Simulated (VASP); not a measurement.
KMg6Al:

```
CELL_PARAMETERS angstrom
5.19111 0.00000 0.00000
0.00000 3.39845 5.76256
0.00000 -3.39845 5.76256
ATOMIC_POSITIONS crystal
K 0.50000 0.33567 0.33567
Al 0.50000 0.84231 0.84231
Mg 0.00000 0.15464 0.15464
Mg 0.00000 0.66945 0.66945
Mg 0.00000 0.68945 0.14354
Mg 0.00000 0.14354 0.68945
Mg 0.50000 0.83961 0.32533
Mg 0.50000 0.32533 0.83961
```

The cell comes from a database or a generator and needn't be the stable form of this composition.

- Program: VASP 6.6.1
- Task: single point
- Functional: PBE
- Potentials or basis: VASP PAW PBE potentials, release 64 (K_sv, Al, Mg)
- Cutoff: 520 eV
- k mesh: 5 × 5 × 5
- Occupations: fermi-dirac, width 0.05 eV
- Spin: no spin polarisation

On this cell: pressure -0.1 GPa; largest force 0.046 eV/Å; band gap on the k mesh none (metal or under the smearing width).

The same run follows on a disturbed copy (atoms moved at random, drawn with an rms of 0.05 Å):

```xyz
8
Lattice="5.1911 0.0000 0.0000 0.0000 3.3984 5.7626 0.0000 -3.3984 5.7626" Properties=species:S:1:pos:R:3 pbc="T T T"
K     2.6055   -0.0187    3.9201
Al    2.5784   -0.0010    9.6663
Mg    0.0552    0.0066    1.7565
Mg    0.0060   -0.0405    7.6836
Mg    0.0113    1.8226    4.8323
Mg    0.0551   -1.8686    4.8300
Mg    2.6636    1.6738    6.6790
Mg    2.6108   -1.7618    6.7308
```

**Question.** What does the disturbed cell give?

**Answer.** The energy (extrapolated to zero smearing) moves by +4.2 meV/atom; pressure -0.1 GPa; largest force 0.308 eV/Å; band gap on the k mesh none (metal or under the smearing width).

Forces in eV/Å, atoms in the order of the input:
```
K    0.098 -0.044 -0.247
Al   0.064 -0.064  0.084
Mg  -0.072 -0.089  0.093
Mg   0.043  0.040  0.039
Mg   0.028  0.090 -0.122
Mg  -0.125 -0.061 -0.128
Mg  -0.102  0.176  0.231
Mg   0.065 -0.049  0.051
```

Stress tensor (GPa, compression positive):
```
 0.47  0.11  0.03
 0.11  0.00 -0.01
 0.03 -0.01 -0.63
```
